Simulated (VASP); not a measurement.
Shape and ions are relaxed at each volume.

Data:

```cif
data_Mg2
_chemical_formula_sum 'Mg2'
_space_group_name_H-M_alt 'P 1'
_space_group_IT_number 1
_cell_length_a 3.18617
_cell_length_b 3.18617
_cell_length_c 5.14412
_cell_angle_alpha 90.000
_cell_angle_beta 90.000
_cell_angle_gamma 120.000
loop_
_space_group_symop_operation_xyz
  'x, y, z'
loop_
_atom_site_label
_atom_site_type_symbol
_atom_site_fract_x
_atom_site_fract_y
_atom_site_fract_z
_atom_site_occupancy
Mg1 Mg 0.33333 0.66667 0.25000 1
Mg2 Mg 0.66667 0.33333 0.75000 1
```

Calculation: rev-vdW-DF2, VASP's PBE PAW potentials (set 64) (plane waves; VASP 6.6.1). Numerical set-up: 520 eV cut-off, 13×13×7 Γ-centred mesh, first-order Methfessel-Paxton smearing of 0.10 eV, potentials Mg.

Task: Give the energy at these volumes per atom, relative to the lowest: 21.25, 21.93, 22.60, 23.28, 23.96 Å³.

Result: 10.3, 2.5, 0.0, 2.1, 8.0 meV/atom. A third-order Birch-Murnaghan fit gives B0 = 35.7 GPa and B0′ = 4.6.

Measured: bulk modulus 38.6 GPa at 0 K (computed value off by -7.6 %), as given by K. Lejaeghere et al., Critical reviews in solid state and materials sciences/CRC critical reviews in solid state and materials sciences (2013), arXiv:1204.2733 [extrapolated to 0 K and zero-point effects removed (source: thermally corrected experimental values)].

The compound is Mg in the hcp structure. It was relaxed first.
